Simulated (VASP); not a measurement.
Given:

```xyz
3
Lattice="0.0000 2.6377 2.6377 2.6377 0.0000 2.6377 2.6377 2.6377 0.0000" Properties=species:S:1:pos:R:3 pbc="T T T"
Co     0.0000     0.0000     0.0000
Si     1.3188     1.3188     1.3188
Si     3.9565     3.9565     3.9565
```

Method: LDA (Ceperley-Alder, Perdew-Zunger), VASP's LDA PAW potentials (set 64) (plane waves; VASP 6.6.1). Run with 500 eV cut-off, 10×10×10 Γ-centred mesh, first-order Methfessel-Paxton smearing of 0.10 eV, potentials Co Si.

Q: Predict the energy per atom (σ→0), band gap (on the k-mesh) with the smallest direct gap where there is one.

A: 
```json
{
  "band gap (on the k-mesh)": "none (metal, semimetal or under 0.01 eV)",
  "energy per atom (σ→0)": "-7.310 eV/atom"
}
```

Only differences to runs with the same potentials and settings are physical.

The compound is CoSi2 in the fluorite structure. It was relaxed first. The run is not spin-polarised, so no magnetic state was tried. The electron count is odd and the run is not spin-polarised, which forces a metal.
